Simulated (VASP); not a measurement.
Given:

```
CaS
1.0
    0.00000     2.91170     2.91170
    2.91170     0.00000     2.91170
    2.91170     2.91170     0.00000
Ca S
1 1
Cartesian
  0.00000   0.00000   0.00000
  2.91170   2.91170   2.91170
```

Method: revPBE GGA, VASP's PBE PAW potentials (set 64) (plane waves; VASP). Settings: 300 eV cut-off, 5×5×5 Γ-centred mesh, Fermi-Dirac smearing of 0.020 eV, potentials Ca_sv S.

At this cut-off the stress carries a Pulay error, which pulls relaxed volumes low.

Question: Estimate the energy per atom (σ→0), pressure.

Answer: 
```yaml
energy per atom (σ→0): -4.926 eV/atom
pressure: -1.51 GPa
```

The absolute energy has meaning only against runs of the same code, potentials and settings.

The structure comes from a computed database's CaS entry; how it stands against other phases isn't given here. The cell was not relaxed at this level.
